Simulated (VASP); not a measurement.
Data:

```yaml
crystal:
  lattice:
    - [1.47872, 0.85374, 2.53081]
    - [-1.47872, 0.85374, 2.53081]
    - [0.00000, -1.70747, 2.53081]
  atoms:
    - { symbol: Mn, position: [0.76240, 0.76240, 0.76240], spin: 4.0 }
    - { symbol: O, position: [0.23760, 0.23760, 0.23760] }
```

Computed with PBE GGA, VASP's PBE PAW potentials (set 64) (plane waves; VASP). Settings: 400 eV cut-off, 9×9×9 Γ-centred mesh, Fermi-Dirac smearing of 0.10 eV, potentials Mn_pv O.

At this cut-off the stress carries a Pulay error, which pulls relaxed volumes low. The moments were started parallel, and other spin orders were not tried in this run.

### Question
Give the force on each atom (eV/Å).

### Answer

```
atom     Fx     Fy      Fz
----  -----  -----  ------
Mn1   0.000  0.000  -1.477
O2    0.000  0.000   1.477
```

### Question
Give the stress tensor in GPa (positive for a compressed cell).

### Answer

```
18.45   0.00   0.00
 0.00  18.45   0.00
 0.00   0.00   9.83
```
The pressure is its mean diagonal, 15.57 GPa.

The structure was generated: MnO was put into an ordered model structure, which need not be its known phase. The cell was not relaxed at this level.
